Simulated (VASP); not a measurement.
Given:

```
CELL_PARAMETERS angstrom
      0.00000     2.60000     2.60000
      2.60000     0.00000     2.60000
      2.60000     2.60000     0.00000
ATOMIC_POSITIONS crystal
  Mg 0.00000 0.00000 0.00000
  S  0.50000 0.50000 0.50000
```

All values below come from PBE GGA, VASP's PBE PAW potentials (set 64) (plane waves; VASP). Run with PREC = Normal, 500 eV cut-off, 6×6×6 Γ-centred mesh, Gaussian smearing of 0.010 eV, potentials Mg_sv_GW S_GW.

Estimate the energy per atom (σ→0), band gap (on the k-mesh) with the smallest direct gap where there is one.

| Item | Value |
|---|---|
| band gap (on the k-mesh) | 2.79 eV |
| smallest direct gap (on the k-mesh) | 3.73 eV |
| energy per atom (σ→0) | -11.317 eV/atom |

The absolute energy has meaning only against runs of the same code, potentials and settings.

The compound is MgS in the rock salt structure. The cell was not relaxed at this level.
